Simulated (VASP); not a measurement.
Band gaps of Cd₂SrP₂ (space group P-3m1) from VASP (PAW), without and with spin-orbit coupling. Semilocal levels are at their own relaxed cell, hybrids and mBJ at PBE's; 0.00 means no gap at that level.

The cell of the LDA run:

```cif
data_Cd2P2Sr
_chemical_formula_sum 'Sr1 Cd2 P2'
_space_group_name_H-M_alt 'P 1'
_space_group_IT_number 1
_cell_length_a 4.26259
_cell_length_b 4.26259
_cell_length_c 7.08615
_cell_angle_alpha 90.000
_cell_angle_beta 90.000
_cell_angle_gamma 120.000
loop_
_space_group_symop_operation_xyz
  'x, y, z'
loop_
_atom_site_label
_atom_site_type_symbol
_atom_site_fract_x
_atom_site_fract_y
_atom_site_fract_z
_atom_site_occupancy
Sr1 Sr 0.00000 0.00000 0.00000 1
Cd1 Cd 0.33333 0.66667 0.63509 1
Cd2 Cd 0.66667 0.33333 0.36491 1
P1 P 0.66667 0.33333 0.74893 1
P2 P 0.33333 0.66667 0.25107 1
```

```
level  gap without SOC (eV)  gap with SOC (eV)  shift (eV)
-----  --------------------  -----------------  ----------
LDA                    0.83                ___         ___
```

Q: Some entries are withheld; supply them.

A: 
- LDA, gap with SOC (eV): 0.81
- LDA, shift (eV): -0.02

Only levels that ran to the end are used. Left out are those held back, those with too coarse a band path, GW runs whose mesh misses a band edge, hybrids' fits of cells that aren't cubic and levels without matching references; a question may draw on a part of the rest.

The structure comes from a computed database's Cd2SrP2 entry (P-3m1); how it stands against other phases isn't given here. It was relaxed first, which changed the volume by -7 %. Symmetry was kept, so distortions that lower it aren't found.
